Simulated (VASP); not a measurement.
OSZICAR of a VASP run on Hf (hcp):

**OSZICAR**
```
       N       E                     dE             d eps       ncg     rms          rms(c)
DAV:   1     0.398030634021E+02    0.39803E+02   -0.10269E+04  2184   0.111E+03
DAV:   2    -0.188196854614E+02   -0.58623E+02   -0.57404E+02  2692   0.236E+02
DAV:   3    -0.205785620743E+02   -0.17589E+01   -0.17223E+01  2870   0.283E+01
DAV:   4    -0.205968589708E+02   -0.18297E-01   -0.18293E-01  2512   0.357E+00
DAV:   5    -0.205971683701E+02   -0.30940E-03   -0.30938E-03  2932   0.374E-01    0.628E+01
DAV:   6    -0.200196928256E+02    0.57748E+00   -0.58128E-01  2290   0.574E+00    0.371E+01
DAV:   7    -0.198221391237E+02    0.19755E+00   -0.96173E-01  2306   0.704E+00    0.199E+00
DAV:   8    -0.198108678645E+02    0.11271E-01   -0.65220E-02  2368   0.192E+00    0.225E-01
DAV:   9    -0.198109540055E+02   -0.86141E-04   -0.13236E-03  3004   0.291E-01    0.210E-01
DAV:  10    -0.198109374407E+02    0.16565E-04   -0.41934E-05  2608   0.505E-02    0.159E-01
DAV:  11    -0.198109421091E+02   -0.46684E-05   -0.56041E-06  2790   0.205E-02    0.345E-03
DAV:  12    -0.198109420402E+02    0.68947E-07   -0.36824E-07  1652   0.456E-03
   1 F= -.19810942E+02 E0= -.19811029E+02  d E =0.261764E-03
```

Task: Which electronic solver shows in the log?

Result: It is blocked Davidson (ALGO = Normal, or the opening steps of other solvers). The INCAR had ALGO = Normal.

Task: Can the final energy be trusted as converged?

Result: The run converged. It stopped with EDIFF = 1E-6, NELM = 100 (PBE GGA, plane waves, VASP's PBE PAW potentials (set 64)).

The compound is Hf in the hcp structure. The cell was not relaxed at this level.
